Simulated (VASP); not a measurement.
Computed with PBE GGA, VASP's PBE PAW potentials (set 64) (plane waves; VASP).

Input for VASP

### INCAR
```
SYSTEM = TeRh
PREC = Accurate; ENCUT = 400; LREAL = F
LASPH = T
EDIFF = 1E-3; NELM = 100; ALGO = Normal
LMAXMIX = 4
ISMEAR = 0; SIGMA = 0.05
GGA = PE
ISIF = 2
LWAVE = F; LCHARG = F
```

**KPOINTS**
```
kpoints
0
G
7 7 7
```

POSCAR:
```
TeRh
3.2648550
  1.0000000000   0.0000000000   0.0000000000
  0.0000000000   1.0000000000   0.0000000000
  0.0000000000   0.0000000000   1.0000000000
Rh Te
1 1
Direct
  0.0000000000   0.0000000000   0.0000000000
  0.5000000000   0.5000000000   0.5000000000
```

POTCAR, in this order: Rh_pv Te (PBE.64 set). Program: vasp_std.

Unless said otherwise, spin-orbit coupling is left out, though it shifts the bands of the heavy elements here.

**Question.** Estimate the energy per atom (σ→0), pressure, band gap (on the k-mesh).

**Answer.** 
energy per atom (σ→0): -5.129 eV/atom
band gap (on the k-mesh): none (metal, semimetal or under 0.01 eV)
pressure: 128.4 kbar

OSZICAR:
```
...
DAV:   3    -0.103443918839E+02   -0.29654E+01   -0.29120E+01   662   0.493E+01
DAV:   4    -0.103749662295E+02   -0.30574E-01   -0.30494E-01   662   0.524E+00
DAV:   5    -0.103754699239E+02   -0.50369E-03   -0.50369E-03   662   0.631E-01    0.156E+01
DAV:   6    -0.102889012620E+02    0.86569E-01   -0.74709E-02   602   0.239E+00    0.929E+00
DAV:   7    -0.102615758709E+02    0.27325E-01   -0.10677E-01   596   0.279E+00    0.126E+00
DAV:   8    -0.102604391722E+02    0.11367E-02   -0.51164E-03   620   0.735E-01    0.399E-01
DAV:   9    -0.102602627174E+02    0.17645E-03   -0.80957E-04   334   0.213E-01
   1 F= -.10260263E+02 E0= -.10258864E+02  d E =-.279709E-02
```

The structure was generated: TeRh was put into the CsCl type (Pm-3m), which need not be its known phase. The cell was not relaxed at this level. The run is one of a series of settings (EDIFF = 1E-3 against the base run), some of them coarse on purpose. The electron count is odd and the run is not spin-polarised, which forces a metal.
